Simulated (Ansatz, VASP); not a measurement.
**One calculation of Mg3TiAs3, two programs**

The input INCAR:

```
SYSTEM = Mg3TiAs3
PREC = Accurate
ENCUT = 520
EDIFF = 1E-7
ISMEAR = 0
SIGMA = 0.1
LREAL = .False.
LASPH = .True.
NELM = 100
ALGO = Normal
ISIF = 2
LWAVE = .False.
LCHARG = .False.
GGA = PE
NBANDS = 26
```

The input KPOINTS:

```
regular mesh
0
Gamma
  4 4 4
  0 0 0
```

File POSCAR:

```
Mg3TiAs3
1.0
    5.1781892300      0.0000000000      0.0000000000
    0.0000000000      5.1781892300      0.0000000000
    0.0000000000      0.0000000000      5.1781892300
Mg Ti As
3 1 3
Direct
    0.5000000000      0.5000000000      0.0000000000
    0.0000000000      0.5000000000      0.5000000000
    0.5000000000      0.0000000000      0.5000000000
    0.5000000000      0.5000000000      0.5000000000
    0.5000000000      0.0000000000      0.0000000000
    0.0000000000      0.5000000000      0.0000000000
    0.0000000000      0.0000000000      0.5000000000
```

Input for Ansatz:

```yaml
crystal:
  lattice:
    - [5.17818923, 0.0, 0.0]
    - [0.0, 5.17818923, 0.0]
    - [0.0, 0.0, 5.17818923]
  atoms:
    - { symbol: Mg, position: [0.5, 0.5, 0.0] }
    - { symbol: Mg, position: [0.0, 0.5, 0.5] }
    - { symbol: Mg, position: [0.5, 0.0, 0.5] }
    - { symbol: Ti, position: [0.5, 0.5, 0.5] }
    - { symbol: As, position: [0.5, 0.0, 0.0] }
    - { symbol: As, position: [0.0, 0.5, 0.0] }
    - { symbol: As, position: [0.0, 0.0, 0.5] }
basis:
  ecutwfc: 420
kpoints:
  mp_grid: { grid: [4, 4, 4] }
hamiltonian:
  xc: pbe
scf:
  occupations: { method: gaussian, width: 0.1 }
  lower_state_search: "off"
output:
  forces: true
  stress: true
  eigenvalues: true
```

Change from the starting cell: species swapped into the Ce3GaBr3 type (Pm-3m, No. 221).

Alike in both runs: task single point; functional PBE; k mesh 4 × 4 × 4; occupations gaussian, width 0.1 eV; no spin polarisation.

|  | VASP | Ansatz |
| --- | --- | --- |
| version | VASP 6.6.1 | Ansatz 0.2.0 |
| potentials or method | VASP PAW PBE potentials, release 64 (Mg, Ti_sv, As) | scalar-relativistic, plane waves, PAW |
| plane-wave cutoff (eV) | 520 | 420 |
| valence electrons in the cell | 33 | 87 |

|  | VASP | Ansatz | Ansatz less VASP |
| --- | --- | --- | --- |
| gap on the k mesh at the Fermi level (eV) | none | none | - |
| pressure (GPa) | 10.6 | 10.6 | -0.01 |

A gap of «none» marks a metal or a gap that the smearing closes. The functional is the same, so the differences come from potentials, cutoffs and numerics. The two sets of potentials don't hold the same shells in valence.
